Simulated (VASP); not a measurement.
Input:

```
CELL_PARAMETERS angstrom
      1.81519    -3.25690     0.00000
      1.81519     3.25690     0.00000
      0.00000     0.00000     5.16154
ATOMIC_POSITIONS crystal
  Pt 0.00000 0.00000 0.00000
  Se 0.33333 0.66667 0.25500
  Se 0.68651 0.35318 0.74500
```

Computed with PBE GGA, VASP's PBE PAW potentials (set 64) (plane waves; VASP 6.6.1). Run with 750 eV cut-off, 6×6×4 Γ-centred mesh, Gaussian smearing of 0.050 eV, potentials Pt Se.

Question: Which forces act on the atoms, in eV/Å?

Answer: 
```json
[
 {"atom": "Pt1", "Fx": "0.605", "Fy": "0.039", "Fz": "0.048"},
 {"atom": "Se2", "Fx": "0.030", "Fy": "0.169", "Fz": "0.199"},
 {"atom": "Se3", "Fx": "-0.636", "Fy": "-0.207", "Fz": "-0.247"}
]
```

Question: Give the stress tensor in GPa (positive for a compressed cell).

Answer: 
```
9.82  1.13  1.99
1.13  5.12  1.87
1.99  1.87  3.71
```
The pressure is its mean diagonal, 6.21 GPa.

The compound is PtSe2 in the 1T layered structure. The cell was not relaxed at this level, atoms are displaced from their ideal sites. The k-mesh is coarse (spacing up to 0.33 per Å, 2π included), so the numbers may not be converged in it. The run is one of a series of settings (ENCUT = 750 against the base run), some of them coarse on purpose.
